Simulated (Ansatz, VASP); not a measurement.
# Cross-check of Sn between VASP and Ansatz

One calculation is typed for both programs; each brings its own data sets. How far apart do they land? The structure shown is the end of the Ansatz relaxation below.

Method: plane waves, with VASP 6.6.1 beside it; single point at r2SCAN, in Ansatz 0.2.0.

## Step 1: Set-up

It takes space group I4_1/amd (No. 141, tetragonal). Conventional cell: a = 4.598 Å, b = 4.598 Å, c = 6.628 Å, α = 90.00°, β = 90.00°, γ = 90.00°. Nearest to Sn lie 4 Sn at 2.83 Å.

## Step 2: Ansatz: relaxation, r2SCAN

Ansatz runs on its PAW soft_1 files.

This run makes the geometry at which the two programs are then compared.

input.yaml

```yaml
crystal:
  lattice:
    - [0.0, 3.2510945418, 3.2839338806]
    - [3.2510945418, 0.0, 3.2839338806]
    - [3.2510945418, 3.2510945418, 0.0]
  atoms:
    - { symbol: Sn, position: [0.4999641381, 0.4999641381, 0.4999641381] }
    - { symbol: Sn, position: [0.7500358619, 0.7500358619, 0.7500358619] }
  conventional_axes: [[-1, 1, 1], [1, -1, 1], [1, 1, -1]]
kpoints:
  mp_grid: { grid: [12, 12, 12], shift: [0.5, 0.5, 0.5] }
hamiltonian:
  xc: r2scan
  pseudopotentials: { kind: paw, azcp: { folder: soft_1 } }
scf:
  occupations: { method: gaussian, width: 0.015 }
output:
  forces: true
  stress: true
  eigenvalues: true
relax:
  adjacent_minimum: "off"
  f_tol: 0.001
  max_steps: 60
  cell: { stress_tol: 0.01, fix: [a, b, angles] }
```

Command:

```sh
$ ansatz run input.yaml --threads 4 --pin off --max-ram 10240MiB --backend cpu --events-out ev --progress --plain --runs-dir out
```

Numbers of over 12 decimals in the logs are rounded to 6 here.

The program printed:

```text
Engine: ansatz 0.2.0, aarch64-unknown-linux-gnu
Pseudopotentials: kind: paw
Pseudopotential: Sn, paw, valence charge 14, recommended cutoff 500 eV (meta_gga), soft_1/Sn.paw.azcp
Functional definition: r2SCAN
  parameter k0 = 0.174
  parameter k1 = 0.065
  parameter a1 = 4.9479
  exchange = r2scan_x(k0 = k0, k1 = k1, a1 = a1)
  correlation = r2scan_c
Crystal: 2 atoms, lattice volume = 69.420 Å³
Basis set: ecut = 500 eV, 1807 PW (Γ), exchange–correlation on 144×144×144 points (64 copies of the dense FFT grid, shifted against one another)
Bands: 18, of which v1, the nominal top of the filled ones, is band 14 counted from 1 (13 counted from 0)
Symmetry: 4 space group operations
Space group: C2/m (ITA 12), of the structure as read, at distance tolerance 4.1e-5 Å
k-points: 468 of 1728
Non-local potential: Sn, projectors of the file, l = 0: 2, l = 1: 2, l = 2: 2, l = 3: 1
PAW form: soft (Blöchl's): semilocal exchange-correlation on the pseudo side does not see the compensation charge
PAW frozen core: Sn, regenerated for the run's functional (the file was generated under x = pbe(κ = 0.804, μ = 0.219515), c = pbe(β = 0.066725))
PAW one-centre angular grid: Sn, 590 points (default); XC on 160 Gauss nodes
Initial density: superposition of atomic densities (chi_scale 0.1, normalization cell)
Initial wavefunctions: pseudopotential atomic-orbital guess
Functional: x = r2scan, c = r2scan; τ floored in thin density (d = 2e-4 eV/Å³)
iter 1 solved again at ethr=1.16e-3 eV; its pass at ethr=3.10e-3 eV (dr2=3.24e-1 eV) is discarded
SCF iter   1: F=—  HF=-12077.333163 eV  |F-HF|=—  |Δ(HF+E_count)|=         —  Δρ=2.18e-2  dr2=3.26e-1  dr2_τ=4.34e-3  ethr=1.16e-3  ⟨swp⟩=1.0  Hψ=58679  notcnv=0
preconditioner: auto → none  [insulator: Δε(μ)=0.064 eV  Ē_g=20.879 eV  σ=0.015 eV  W_gap=1.00  n_scr=14 (ndim 8)  ℏωp=23.6 eV  f_vac=0.008  D(μ)=0.00/eV (n_scr^D=0)  ε∞_Penn≈2.3]
SCF iter   2: F=—  HF=-12077.387898 eV  |F-HF|=—  |Δ(HF+E_count)|=   5.47e-2  Δρ=1.13e-2  dr2=7.41e-2  dr2_τ=8.05e-4  ethr=1.16e-3  ⟨swp⟩=2.0  Hψ=10295  notcnv=0
SCF iter   3: F=—  HF=-12077.405821 eV  |F-HF|=—  |Δ(HF+E_count)|=   1.79e-2  Δρ=8.13e-4  dr2=1.55e-4  dr2_τ=1.34e-5  ethr=2.65e-4  ⟨swp⟩=3.0  Hψ=16846  notcnv=0
SCF iter   4: F=—  HF=-12077.405988 eV  |F-HF|=—  |Δ(HF+E_count)|=   1.67e-4  Δρ=1.21e-4  dr2=5.26e-6  dr2_τ=8.57e-8  ethr=5.52e-7  ⟨swp⟩=3.0  Hψ=16280  notcnv=0
SCF iter   5: F=—  HF=-12077.405993 eV  |F-HF|=—  |Δ(HF+E_count)|=   5.20e-6  Δρ=3.83e-5  dr2=8.69e-7  dr2_τ=1.24e-8  ethr=1.88e-8  ⟨swp⟩=2.0  Hψ=14976  notcnv=0
SCF iter   6: F=-12077.405992 eV  HF=-12077.405992 eV  |F-HF|=6.76e-9  |Δ(HF+E_count)|=   5.22e-7  Δρ=3.58e-6  dr2=3.62e-9  dr2_τ=1.04e-10  ethr=3.57e-10  ⟨swp⟩=5.1  Hψ=44002  notcnv=0
SCF 1 converged in 6 iterations: F = -12077.405992 eV  dr2 = 3.62e-9
  greatest PAW one-centre occupation: 0.989 electrons in one spin orbital (limit 2), on the Sn atom at site 1 (counted from 0), in its partial waves of l = 2
relax step   1: F+E_penalty+E_count = -12077.40599235 eV  Δ(F+E_penalty+E_count) = +0.000e0 eV  max|allowed force component| = 8.197e-4 eV/Å  Δτ_max = 0.0000 Å  P = +0.906 GPa  Ω = 69.420 Å³  fix = [a, b, alpha, beta, gamma]  reactions: a +1.030, b +1.030 GPa; alpha +0.009, beta +0.009, gamma +0.009 GPa/rad  (6 SCF iters, dr2 threshold 1.00e-7 eV, accepted)
[...]
relax step   2: F+E_penalty+E_count = -12077.40719377 eV  Δ(F+E_penalty+E_count) = -1.201e-3 eV  max|allowed force component| = 1.201e-3 eV/Å  Δτ_max = 0.0002 Å  P = +0.380 GPa  Ω = 70.215 Å³  energy of the carried Pulay correction = -1.945e-5 eV  fix = [a, b, alpha, beta, gamma]  reactions: a +0.650, b +0.650 GPa; alpha +0.003, beta +0.003, gamma +0.008 GPa/rad  (4 SCF iters, dr2 threshold 2.00e-7 eV, accepted)
[...]
relax step   3: F+E_penalty+E_count = -12077.40727679 eV  Δ(F+E_penalty+E_count) = -8.302e-5 eV  max|allowed force component| = 7.286e-4 eV/Å  Δτ_max = 0.0002 Å  P = +0.480 GPa  Ω = 70.059 Å³  energy of the carried Pulay correction = -1.565e-5 eV  fix = [a, b, alpha, beta, gamma]  reactions: a +0.721, b +0.721 GPa; alpha +0.008, beta +0.008, gamma +0.012 GPa/rad  (3 SCF iters, dr2 threshold 6.43e-8 eV, accepted)
[...]
relax step   4: F+E_penalty+E_count = -12077.40729203 eV  Δ(F+E_penalty+E_count) = -1.525e-5 eV  max|allowed force component| = 7.220e-4 eV/Å  Δτ_max = 0.0000 Å  P = +0.480 GPa  Ω = 70.059 Å³  fix = [a, b, alpha, beta, gamma]  reactions: a +0.721, b +0.721 GPa; alpha +0.008, beta +0.008, gamma +0.012 GPa/rad  stress off target by 2.24e-3 GPa on what of the cell is left free  SCF on the basis re-selected at this cell (its energy is not comparable with the rows above)  (5 SCF iters)
basis re-selected at this cell: Δ(F+E_penalty+E_count) = -1.525e-5 eV, ΔP = -0.000 GPa vs the last step (what re-selecting the basis moved, of the pressure what is left beyond the Pulay correction that the steps carried, after the strain that the cell walked since its last selection, with what the two solves' SCF thresholds leave and, on support functions, any second-order correction that the steps lacked; it is no m [...]
SCF converged after 5 iterations
Free energy (F): -12077.407292 eV
Harris-Foulkes:  -12077.407292 eV  (|F-HF|=1.82e-12)
Internal energy: -12077.407292 eV  (E = F + TS)
E sigma→0 (E₀):  -12077.407292 eV
Entropy (-TS):   -0.000000 eV (-0.000 meV/atom)
Fermi energy:    7.553231 eV
--- Per-component energies (eV) ---
  E_band       = -272.801731
  E_kinetic    = 334.377885
  E_local      = -2648.772087  (includes V_loc(G=0)·N_el)
  E_nonlocal   = 289.130674
  E_hartree    = 1289.848765
  E_xc         = -229.363894
  E_vxc        = -168.748948  (∫ρ·V_xc dr)
  E_paw        = -8790.712063  (= ΣΔE_a)
  E_vpaw       = -669.568417  (= ΣTr[D̂ρ^β])
  E_aug_tail   = 0.000195  (compensation charges beyond the density's cutoff)
  E_vtau       = 11.081408  (kinetic-family band-sum trace: ∫τ·v_τ [+ j·A + Jᵃ·Aᵃ] dr)
  E_ewald      = -2323.387410
  E_core_change = 1.470642  (= ΣΔE_core)
  E_smearing   = -0.000000  (= −TS)
  E_closure    = -0.000000  (closes the sum)
  Σ components = -12077.407292   (vs F -12077.407292, Δ=0.00e0)
--- Forces (eV/Å), atoms counted from 1 ---
  atom   1  Sn     0.00072202     0.00072202     0.00071820
  atom   2  Sn    -0.00072202    -0.00072202    -0.00071820
  max |Σ_I F_I| component: 1.08e-19 eV/Å
--- Stress (GPa, compression-positive) ---
        0.721248      -0.011651      -0.007999
       -0.011651       0.721248      -0.007999
       -0.007999      -0.007999      -0.002235
  P = ⅓ Tr σ = 0.4801 GPa (4.801 kbar)
--- Band table (eV; the first three rows and the last of 468) ---
  k-point 0: bands = [... 10 lower, -3.4392, 6.5643, 7.4165, 7.5120, 7.7970, 9.7459, 9.7520, 9.8429]
  k-point 1: bands = [... 10 lower, -3.3461, 5.6414, 7.0064, 7.4442, 8.2741, 9.8473, 9.9088, 10.4304]
  k-point 2: bands = [... 10 lower, -3.1184, 4.3639, 6.6383, 7.1693, 8.2890, 10.2115, 10.4079, 11.3251]
  k-point 467: bands = [... 10 lower, -1.7339, 1.0134, 5.6700, 6.1521, 8.1946, 10.7883, 11.0505, 13.7288]
--- Relaxed structure (3 steps of the walk, 3 accepted, 1 SCFs on fresh bases) ---
  F+E_penalty+E_count = -12077.40729203 eV   max|allowed force component| = 7.220e-4 eV/Å   (the final SCF, on the basis selected at the relaxed cell)
  cell:  # Å, volume = 70.0591 Å³
    - [0, 3.2510945418, 3.314172]
    - [3.2510945418, 0, 3.314172]
    - [3.2510945418, 3.2510945418, 0]
  atoms:
    - { symbol: Sn, position: [0.499952, 0.499952, 0.499980] }
    - { symbol: Sn, position: [0.750048, 0.750048, 0.750020] }
```

(Part 1 of 3 ends here.)

[Lines on the potential files, build, host, timing and source positions are cut from VASP's logs without a mark.]

[Logs are printed without paths, hosts, clocks, repeated set-up lines and the standing remarks that a program may print on its own settings, such as how far it seeks lower states.]

[Hosts, paths, dates, database ids (printed as entryN), source tags and the programs' standing remarks are cut or masked in the printed files.]
